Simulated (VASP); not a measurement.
Here is the system:

```yaml
crystal:
  lattice:
    - [3.82983, 0.00000, 0.00000]
    - [-1.91491, 3.31673, 0.00000]
    - [0.00000, 0.00000, 6.30846]
  atoms:
    - { symbol: Ga, position: [0.66667, 0.33333, 0.50004] }
    - { symbol: Ga, position: [0.33333, 0.66667, 0.00004] }
    - { symbol: P, position: [0.66667, 0.33333, 0.87396] }
    - { symbol: P, position: [0.33333, 0.66667, 0.37396] }
```

All values below come from PBEsol GGA, VASP's PBE PAW potentials (set 64) (plane waves; VASP 6.6.1). Numerical set-up: 400 eV cut-off, 8×8×4 Γ-centred mesh, tetrahedra with Blöchl corrections, potentials Ga_d P.

### Question
Estimate the energy per atom (σ→0).

### Answer

- energy per atom (σ→0): -4952 meV/atom

The structure comes from a computed database's GaP entry (P6_3mc); how it stands against other phases isn't given here. It was relaxed first.
